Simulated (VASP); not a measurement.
# NaLaMnMoO6: optical spectrum with PBE

The system is NaLaMnMoO6.

```
Na La Mn Mo O
1.0
     4.97775   -2.88146    0.02055
     4.97775    2.88146    0.02055
    -3.06086    0.00000    4.59785
Na La Mn Mo O
1 1 1 1 6
Cartesian
  8.3737 0.0000 2.3395
  5.0845 0.0000 3.6552
  1.8841 0.0000 0.9212
  1.9122 0.0000 4.6056
  1.1411 0.0000 2.8354
  3.0790 1.4392 4.0538
  3.6709 1.2699 0.7230
  3.6709 -1.2699 0.7230
  3.0790 -1.4392 4.0538
  6.0252 0.0000 1.6038
```

The cell was built by a generator and needn't be a form met in nature.

* Program: VASP 6.6.1
* Task: optical spectrum
* Functional: PBE
* Potentials or basis: VASP PAW PBE potentials, release 64 (Na_pv, La, Mn_pv, Mo_sv, O)
* Cutoff: 520 eV
* k mesh: 6 × 6 × 6
* Occupations: fermi-dirac, width 0.05 eV
* Spin: collinear spin, ferromagnetic start
* Starting moments: [0.0, 0.0, 4.0, 1.0, 0.0, 0.0, 0.0, 0.0, 0.0, 0.0] μB
* Further INCAR settings: ALGO = Normal; EDIFF = 1e-06; NBANDS = 88

- Pressure: 0.2 GPa
- Largest force: 0.061 eV/Å
- Band gap on the k mesh: 0.91 eV, indirect (least direct gap 1.00 eV)
- Net moment: 5.00 μB per cell
- Site moments: Na +0.00; La +0.01; Mn +4.35; Mo +0.16; O +0.02, +0.04 μB
- Valence electrons inside the program's atomic spheres: Na 6.07; La 8.58; Mn 11.28; Mo 12.32; O 4.99, 5.02, 5.04

Forces in eV/Å, atoms in the order of the input:
```
Na   0.000  0.000 -0.004
La   0.004  0.000  0.005
Mn  -0.003  0.000 -0.011
Mo  -0.007  0.000 -0.004
O   -0.034  0.000 -0.009
O    0.030  0.013 -0.020
O   -0.020  0.043  0.002
O   -0.020 -0.043  0.002
O    0.030 -0.013 -0.020
O    0.019  0.000  0.058
```

Levels at points of the mesh, in eV from the valence-band top:
Spin up:
```csv
k point,band 39,band 40,band 41,band 42,band 43,band 44,band 45,band 46,band 47,band 48
"(0.00, 0.00, 0.00)",-1.48,-0.83,-0.55,-0.53,-0.03,1.02,1.28,1.57,3.05,3.43
"(0.50, 0.00, 0.00)",-1.31,-0.94,-0.69,-0.61,-0.19,1.24,1.52,1.67,3.40,3.43
"(0.50, 0.50, 0.00)",-1.50,-0.98,-0.75,-0.70,-0.14,1.04,1.43,1.89,3.38,3.42
"(0.00, 0.00, 0.50)",-1.27,-1.00,-0.77,-0.51,0.00,1.03,1.40,1.69,3.39,3.44
"(0.50, 0.00, 0.50)",-1.38,-1.03,-0.70,-0.57,-0.15,1.22,1.54,1.64,3.38,3.44
"(0.50, 0.50, 0.50)",-1.58,-0.80,-0.71,-0.57,-0.16,1.17,1.42,1.69,3.37,3.43
```
Spin down:
| k point | band 35 | band 36 | band 37 | band 38 | band 39 | band 40 | band 41 | band 42 |
| --- | --- | --- | --- | --- | --- | --- | --- | --- |
| (0.00, 0.00, 0.00) | -2.31 | -2.24 | -2.05 | -1.69 | 0.96 | 1.39 | 1.55 | 2.56 |
| (0.50, 0.00, 0.00) | -2.28 | -2.20 | -2.11 | -1.53 | 1.26 | 1.48 | 1.59 | 2.70 |
| (0.50, 0.50, 0.00) | -2.19 | -1.81 | -1.75 | -1.30 | 0.97 | 1.27 | 1.81 | 2.70 |
| (0.00, 0.00, 0.50) | -2.13 | -2.11 | -1.78 | -1.67 | 1.02 | 1.36 | 1.43 | 2.71 |
| (0.50, 0.00, 0.50) | -2.31 | -1.99 | -1.75 | -1.59 | 1.14 | 1.36 | 1.63 | 2.67 |
| (0.50, 0.50, 0.50) | -2.23 | -1.84 | -1.74 | -1.60 | 0.91 | 1.34 | 1.69 | 2.68 |

Dielectric function (mean over the directions given):
| energy (eV) | real part | imaginary part |
| --- | --- | --- |
| 0.26 | 6.82 | 0.03 |
| 0.92 | 7.50 | 0.28 |
| 1.58 | 7.77 | 2.38 |
| 2.25 | 5.98 | 3.01 |
| 2.96 | 7.22 | 3.21 |
| 3.62 | 5.61 | 5.37 |
| 4.29 | 3.11 | 4.66 |
| 5.00 | 3.44 | 4.27 |
| 5.66 | 2.41 | 3.69 |
| 6.33 | 2.76 | 2.97 |
| 7.04 | 3.39 | 3.80 |
| 7.71 | 2.31 | 4.37 |
| 8.37 | 1.80 | 5.19 |
| 9.08 | -0.48 | 4.88 |
| 9.75 | -0.85 | 3.24 |
| 10.41 | -0.66 | 2.24 |
| 11.07 | -0.27 | 1.66 |
| 11.79 | -0.06 | 1.41 |
| 12.45 | 0.24 | 1.11 |
| 13.11 | 0.60 | 1.01 |
| 13.83 | 0.83 | 1.09 |
| 14.49 | 0.87 | 1.20 |
| 15.16 | 0.91 | 1.17 |
| 15.87 | 0.94 | 1.42 |
| 16.53 | 0.84 | 1.24 |
| 17.20 | 0.97 | 1.23 |
| 17.91 | 1.05 | 1.38 |
| 18.57 | 1.08 | 1.56 |
| 19.24 | 0.99 | 2.10 |
| 19.95 | 0.33 | 1.85 |

Run time: 10 min on 4 MPI ranks on Intel(R) Xeon(R) Platinum 8488C (Sapphire Rapids), with other jobs on the host, peak memory 2.7 GiB a rank.

Caveat: spectra need much finer meshes, so this one isn't converged; independent-particle spectra lack excitons; spin-orbit coupling is left out, which moves the levels of the heavy elements; a cell with one magnetic atom can't hold antiferromagnetic order, which such compounds often take. A k mesh can miss the band edges.
